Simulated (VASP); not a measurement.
Bi:

```
Bi
1.0
     2.26750    1.30914    3.93800
    -2.26750    1.30914    3.93800
     0.00000   -2.61828    3.93800
Bi
2
Cartesian
  0.0000 0.0000 2.7645
  0.0000 0.0000 9.0495
```

- Program: VASP 6.6.1
- Task: relaxation of cell and atoms
- Functional: r2SCAN
- Potentials or basis: VASP PAW PBE potentials, release 64 (Bi_d)
- Cutoff: 600 eV
- k mesh: 12 × 12 × 12
- Occupations: methfessel-paxton, width 0.1 eV
- Spin: no spin polarisation

At the start: pressure 1.3 GPa; volume 35.07 Å³/atom.

Problem. How do energy, volume and symmetry change on relaxing?

Solution. Over 17 steps the energy falls by 7.2 meV/atom and the volume is 36.67 Å³/atom (+4.6 %); space group R-3m (No. 166, to 0.05 Å).

Step by step:
| step | energy change (eV) | largest force (eV/Å) | pressure (GPa) | volume (Å³) |
| --- | --- | --- | --- | --- |
| 1 | 0.0000 | 0.0500 | 1.29 | 70.14 |
| 2 | -0.0058 | 0.1697 | -0.74 | 73.05 |
| 3 | -0.0079 | 0.0958 | -0.04 | 72.04 |
| 4 | -0.0098 | 0.0834 | -0.03 | 72.21 |
| 5 | -0.0134 | 0.0462 | 0.03 | 72.72 |
| 6 | -0.0126 | 0.0484 | 0.25 | 73.68 |
| 7 | -0.0143 | 0.0053 | 0.10 | 73.15 |
| 8 | -0.0143 | 0.0084 | 0.11 | 73.12 |
| 9 | -0.0142 | 0.0336 | -0.39 | 73.70 |
| 10 | -0.0144 | 0.0124 | 0.03 | 73.27 |
| 11 | -0.0144 | 0.0139 | 0.07 | 73.31 |
| 12 | -0.0144 | 0.0196 | 0.00 | 73.51 |
| 13 | -0.0143 | 0.0233 | -0.06 | 73.57 |
| 14 | -0.0143 | 0.0228 | -0.16 | 73.53 |
| 15 | -0.0144 | 0.0223 | -0.13 | 73.51 |
| 16 | -0.0141 | 0.0348 | 0.27 | 73.00 |
| 17 | -0.0144 | 0.0044 | 0.01 | 73.35 |

Final structure:
```yaml
crystal:
  lattice:
    - [2.26585, 1.30819, 4.12424]
    - [-2.26585, 1.30819, 4.12424]
    - [0.00000, -2.61638, 4.12424]
  atoms:
    - { symbol: Bi, position: [0.23174, 0.23174, 0.23174] }
    - { symbol: Bi, position: [0.76826, 0.76826, 0.76826] }
```

Caveat: the PAW data sets were made with another functional, which shifts forces and pressure a little.
